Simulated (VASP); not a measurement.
# Si in VASP: settings compared

Aim: see how the results for Si move with the level of theory and the settings. Levels: PBE, PBE+ULG. Tasks: work function.

Everything below comes from runs of VASP 6.6.1. Logs are shortened: lines on timing, memory, paths and dates and some standing lists are left out, and cuts for length are marked.

## 1. The cell of the first run

The cell holds a slab with vacuum, 6 atoms: a = 3.831 Å, b = 3.831 Å, c = 22.131 Å, α = 90.00°, β = 90.00°, γ = 120.00°.

The slab is cut from a database's or a generator's crystal, which needn't be the stable form of the element.

## 2. Work function, PBE (the (0 0 1) slab of Si, cut from the database cell, not relaxed)

INCAR

```
PREC = Accurate ; ENCUT = 520
EDIFF = 1E-7 ; ISMEAR = 0
SIGMA = 0.05 ; LREAL = False
LASPH = True ; NELM = 80
ALGO = Fast ; ISIF = 2
LWAVE = False ; LCHARG = True
LDIPOL = True ; IDIPOL = 3
DIPOL = 0.5 0.5 0.500 ; GGA = PE
LELF = True ; LVHAR = True
LVACPOTAV = True
```

KPOINTS

```
Automatic mesh
0
Gamma
  8 8 1
```

POSCAR

```
Si
1.0
    3.8313174605      0.0000000000      0.0000000000
   -1.9156587302      3.3180182508      0.0000000000
    0.0000000000      0.0000000000     22.1306526920
Si
6
Direct
    0.6666666700      0.3333333400      0.3388964666
    0.3333333300      0.6666666600      0.3749564374
    0.3333333300      0.6666666600      0.4819700146
    0.6666666700      0.3333333400      0.5180299854
    0.6666666700      0.3333333400      0.6250435626
    0.3333333300      0.6666666600      0.6611035334
```

Potentials or basis: VASP PAW PBE potentials, release 64 (Si).

Started as:

```console
> cat potpaw_PBE.64/Si/POTCAR > POTCAR
> mpirun -np 1 vasp_std > vasp.out
```

OUTCAR:

```text
PREC = Accurate
   ENCUT = 520
   EDIFF = 1E-7
   ISMEAR = 0
   LREAL = False
   LASPH = True
   NELM = 80
   ISIF = 2
   GGA = PE

 ion  position               nearest neighbor table
   1  0.667  0.333  0.339-   2 2.35   2 2.35   2 2.35
   2  0.333  0.667  0.375-   1 2.35   1 2.35   1 2.35   3 2.37
   3  0.333  0.667  0.482-   4 2.35   4 2.35   4 2.35   2 2.37
   4  0.667  0.333  0.518-   3 2.35   3 2.35   3 2.35   5 2.37
   5  0.667  0.333  0.625-   6 2.35   6 2.35   6 2.35   4 2.37
   6  0.333  0.667  0.661-   5 2.35   5 2.35   5 2.35

  LATTYP: Found a hexagonal cell.
 ALAT       =     3.8313174605
 C/A-ratio  =     5.7762513601

  Lattice vectors:

 A1 = (   3.8313174605,   0.0000000000,   0.0000000000)
 A2 = (  -1.9156587302,   3.3180182508,   0.0000000000)
 A3 = (   0.0000000000,   0.0000000000,  22.1306526920)

Analysis of symmetry for initial positions (statically):
=====================================================================
 Subroutine PRICEL returns:
 Original cell was already a primitive cell.

 Routine SETGRP: Setting up the symmetry group for a
 hexagonal supercell.

 Subroutine GETGRP returns: Found 12 space group operations
 (whereof 12 operations were pure point group operations)
 out of a pool of 24 trial point group operations.

The static configuration has the point symmetry D_3d.

Analysis of symmetry for dynamics (positions and initial velocities):
=====================================================================
 Subroutine PRICEL returns:
 Original cell was already a primitive cell.

 Routine SETGRP: Setting up the symmetry group for a
 hexagonal supercell.

 Subroutine GETGRP returns: Found 12 space group operations
 (whereof 12 operations were pure point group operations)
 out of a pool of 24 trial point group operations.

The dynamic configuration has the point symmetry D_3d.

 Subroutine INISYM returns: Found 12 space group operations
 (whereof 12 operations are pure point group operations),
 and found     1 'primitive' translations

----------------------------------------------------------------------------------------

                                     Primitive cell

  volume of cell :     281.3333

  direct lattice vectors                    reciprocal lattice vectors
     3.831317461  0.000000000  0.000000000     0.261006823  0.150692360  0.000000000
    -1.915658730  3.318018251  0.000000000     0.000000000  0.301384720  0.000000000
     0.000000000  0.000000000 22.130652692     0.000000000  0.000000000  0.045186196

  length of vectors
     3.831317461  3.831317461 22.130652692     0.301384720  0.301384720  0.045186196

  position of ions in fractional coordinates (direct lattice)
     0.666666670  0.333333340  0.338896467
     0.333333330  0.666666660  0.374956437
     0.333333330  0.666666660  0.481970015
     0.666666670  0.333333340  0.518029985
     0.666666670  0.333333340  0.625043563
     0.333333330  0.666666660  0.661103533

  ion indices of the primitive-cell ions
   primitive index   ion index
                 1           1
                 2           2
                 3           3
                 4           4
                 5           5
                 6           6

----------------------------------------------------------------------------------------

 KPOINTS: Automatic mesh

Automatic generation of k-mesh.
 Grid dimensions read from file:
 generate k-points for:    8    8    1

 Generating k-lattice:

  Cartesian coordinates                     Fractional coordinates (reciprocal lattice)
     0.032625853  0.018836545  0.000000000     0.125000000  0.000000000  0.000000000
     0.000000000  0.037673090  0.000000000     0.000000000  0.125000000  0.000000000
     0.000000000  0.000000000  0.045186196     0.000000000  0.000000000  1.000000000

  Length of vectors
     0.037673090  0.037673090  0.045186196

  Shift w.r.t. Gamma in fractional coordinates (k-lattice)
     0.000000000  0.000000000  0.000000000

 Subroutine IBZKPT returns following result:
 ===========================================

 Found     10 irreducible k-points:

 Following reciprocal coordinates:
            Coordinates               Weight
  0.000000  0.000000  0.000000      1.000000
  0.125000  0.000000  0.000000      6.000000
  0.250000  0.000000  0.000000      6.000000
  0.375000  0.000000  0.000000      6.000000
  0.500000  0.000000  0.000000      3.000000
  0.125000  0.125000  0.000000      6.000000
  0.250000  0.125000  0.000000     12.000000
  0.375000  0.125000  0.000000     12.000000
  0.250000  0.250000  0.000000      6.000000
  0.375000  0.250000  0.000000      6.000000
   k-points           NKPTS =     10   k-points in BZ     NKDIM =     10   number of bands    NBANDS=     16
   number of dos      NEDOS =    301   number of ions     NIONS =      6
   total plane-waves  NPLWV = 131712
   dimension x,y,z NGX =    28 NGY =   28 NGZ =  168
   dimension x,y,z NGXF=    56 NGYF=   56 NGZF=  336
   ions per type =               6
   NGX,Y,Z   is equivalent  to a cutoff of  12.15, 12.15, 12.62 a.u.
   NGXF,Y,Z  is equivalent  to a cutoff of  24.30, 24.30, 25.24 a.u.
 SYSTEM =  unknown system
   PREC   = accura    normal or accurate (medium, high low for compatibility)
   ISTART =      0    job   : 0-new  1-cont  2-samecut
   ICHARG =      2    charge: 1-file 2-atom 10-const
   ISPIN  =      1    spin polarized calculation?
   LNONCOLLINEAR =      F non collinear calculations
   LSORBIT =      F    spin-orbit coupling
   LASPH  =      T    aspherical Exc in radial PAW
   ENCUT  =  520.0 eV  38.22 Ry    6.18 a.u.   7.12  7.12 41.15*2*pi/ulx,y,z
   NELM   =     80;   NELMIN=  2; NELMDL= -5     # of ELM steps
   EDIFF  = 0.1E-06   stopping-criterion for ELM
   LREAL  =      F    real-space projection
[... 7 lines left out ...]
   TEBEG  =    0.0;   TEEND  =   0.0 temperature during run
   PSTRESS=    0.0 pullay stress
   NELECT =      24.0000    total number of electrons
   NUPDOWN=      -1.0000    fix difference up-down
   EMIN   =  10.00;   EMAX   =-10.00  energy-range for DOS
   EFERMI =   0.00;   METHOD = LEGACY
   ISMEAR =     0;   SIGMA  =   0.05  broadening in eV -4-tet -1-fermi 0-gaus
   EFERMI_NEDOS =   21; number of points for ismear=-14 and -15
   IALGO  =     68    algorithm
   IMIX   =      4    mixing-type and parameters
     AMIX     =   0.40;   BMIX     =  1.00
     AMIX_MAG =   1.60;   BMIX_MAG =  1.00
  volume/ion in A,a.u.               =      46.89       316.42
  Fermi-wavevector in a.u.,A,eV,Ry     =   0.720673  1.361874  7.066450  0.519369
  Thomas-Fermi vector in A             =   1.810185
   LORBIT       =      0    0 simple, 1 ext, 2 COOP (PROOUT), +10 PAW based schemes
   GGA     = PE    functional components
   LHFCALC =     F    Hartree Fock is set to
   AEXX    =    0.0000 exact exchange contribution
   IVDW    =     0    specifies the selected vdW correction
   LEPSILON=     F    determine dielectric tensor
   LRPA    =     F    only Hartree local field effects (RPA)
 non-spin polarized calculation
 RMM-DIIS sequential band-by-band and
 Gauss-broadening in eV      SIGMA  =   0.05
  energy-cutoff  :      520.00
  volume of cell :      281.33
 maximum number of plane-waves:      7613
   NGX = 15   NGY = 15   NGZ = 83

 dipolmoment           0.000000      0.000000      0.000000 electrons x Angstroem

 number of electron      23.9999999 magnetization

 dipolmoment           0.000000      0.000000     -0.000000 electrons x Angstroem

 Free energy of the ion-electron system (eV)
  ---------------------------------------------------
  ext. energy  EPLUGINS =         0.00000000
  ---------------------------------------------------
  free energy    TOTEN  =       -30.06011705 eV

  energy without entropy =      -30.05657646  energy(sigma->0) =      -30.05834675

 E-fermi :  -0.2075     XC(G=0):  -4.7314

 val. band max:       -0.3882086146   @ k =   0.2500   0.0000   0.0000
 cond. band min:      -0.1753825491   @ k =   0.3750   0.2500   0.0000
 fundamental gap:      0.2128260655
 Fermi energy:        -0.2074735282

 k-point     1 :       0.0000    0.0000    0.0000
  band No.  band energies     occupation
      1     -11.8976      2.00000
      2     -11.0710      2.00000
      3     -10.2034      2.00000
      4      -6.1996      2.00000
      5      -3.9534      2.00000
      6      -1.2945      2.00000
[... 8 lines left out ...]
     15       2.4002      0.00000
     16       2.4271      0.00000

 k-point     2 :       0.1250    0.0000    0.0000
  band No.  band energies     occupation
      1     -11.7167      2.00000
      2     -10.8898      2.00000
      3     -10.0184      2.00000
      4      -6.1204      2.00000
      5      -3.9336      2.00000
      6      -2.5411      2.00000
[... 8 lines left out ...]
     15       2.5868      0.00000
     16       2.9281      0.00000

 k-point     3 :       0.2500    0.0000    0.0000
  band No.  band energies     occupation
      1     -11.1867      2.00000
      2     -10.3596      2.00000
      3      -9.4737      2.00000
      4      -6.1580      2.00000
      5      -4.5776      2.00000
      6      -4.0135      2.00000
[... 8 lines left out ...]
     15       1.8650      0.00000
     16       2.7175      0.00000
[... 96 lines left out ...]
 k-point     9 :       0.2500    0.2500    0.0000
  band No.  band energies     occupation
      1      -9.8967      2.00000
      2      -9.1086      2.00000
      3      -8.1235      2.00000
      4      -7.3707      2.00000
      5      -6.4249      2.00000
      6      -5.5777      2.00000
[... 8 lines left out ...]
     15       2.6007      0.00000
     16       3.7297      0.00000

 k-point    10 :       0.3750    0.2500    0.0000
  band No.  band energies     occupation
      1      -9.2227      2.00000
      2      -8.7292      2.00000
      3      -7.7764      2.00000
      4      -7.4705      2.00000
      5      -7.0866      2.00000
      6      -6.4447      2.00000
[... 8 lines left out ...]
     15       2.8174      0.00000
     16       3.4371      0.00000

------------------------ aborting loop because EDIFF is reached ----------------------------------------

  FORCE on cell =-STRESS in cart. coord.  units (eV):
  Direction    XX          YY          ZZ          XY          YZ          ZX
  --------------------------------------------------------------------------------------
  -------------------------------------------------------------------------------------
  Total        0.3660178      0.3660178      0.3231773      0.0000000      0.0000000      0.0000000
  in kB        2.0844509      2.0844509      1.8404766      0.0000000      0.0000000      0.0000000
  external PRESSURE =       2.0031261 kB  Pullay stress =       0.0000000 kB

 VOLUME and BASIS-vectors are now :
 -----------------------------------------------------------------------------
  energy-cutoff  :      520.00
  volume of cell :      281.33
      direct lattice vectors                 reciprocal lattice vectors
     3.831317461  0.000000000  0.000000000     0.261006823  0.150692360  0.000000000
    -1.915658730  3.318018251  0.000000000     0.000000000  0.301384720  0.000000000
     0.000000000  0.000000000 22.130652692     0.000000000  0.000000000  0.045186196

 POSITION                                       TOTAL-FORCE (eV/Angst)
 -----------------------------------------------------------------------------------
      1.91566      1.10601      7.50000         0.000000      0.000000      0.453881
      0.00000      2.21201      8.29803         0.000000      0.000000     -0.691703
      0.00000      2.21201     10.66631         0.000000     -0.000000      0.323295
      1.91566      1.10601     11.46434        -0.000000      0.000000     -0.323295
      1.91566      1.10601     13.83262        -0.000000     -0.000000      0.691703
      0.00000      2.21201     14.63065         0.000000     -0.000000     -0.453881
 -----------------------------------------------------------------------------------
    total drift:                               -0.000000     -0.000000     -0.000000

  FREE ENERGIE OF THE ION-ELECTRON SYSTEM (eV)
  ---------------------------------------------------
  free  energy   TOTEN  =       -30.0601170464 eV

  energy  without entropy=      -30.0565764595  energy(sigma->0) =      -30.05834675

 vacuum level on the upper side and lower side of the slab         4.502         4.502
```

Wall time 74 s (1 thread of Intel Xeon Platinum 8375C at 2.90GHz (Ice Lake), shared host); peak memory 0.33 GiB.

What came out:

```yaml
Free_energy: -30.0601 eV
Largest_force: 0.692 eV/Å
Band_gap_on_the_k_mesh: none (metal or under the smearing width)
Work_function_of_the_upper_face: 4.71 eV
Work_function_of_the_lower_face: 4.71 eV
```

Forces on the atoms (eV/Å):
```
Si   0.000  0.000  0.454
Si   0.000  0.000 -0.692
Si   0.000  0.000  0.323
Si   0.000  0.000 -0.323
Si   0.000  0.000  0.692
Si   0.000  0.000 -0.454
```

Levels at points of the mesh, in eV from the Fermi level:
```tsv
k point	band 9	band 10	band 11	band 12	band 13	band 14	band 15	band 16
(0.00, 0.00, 0.00)	-0.48	-0.48	0.04	0.04	0.69	1.55	2.61	2.63
(0.50, 0.00, 0.00)	-2.35	-1.96	-1.41	-0.85	0.07	0.91	1.63	2.04
```

[end of part 1 of 2]
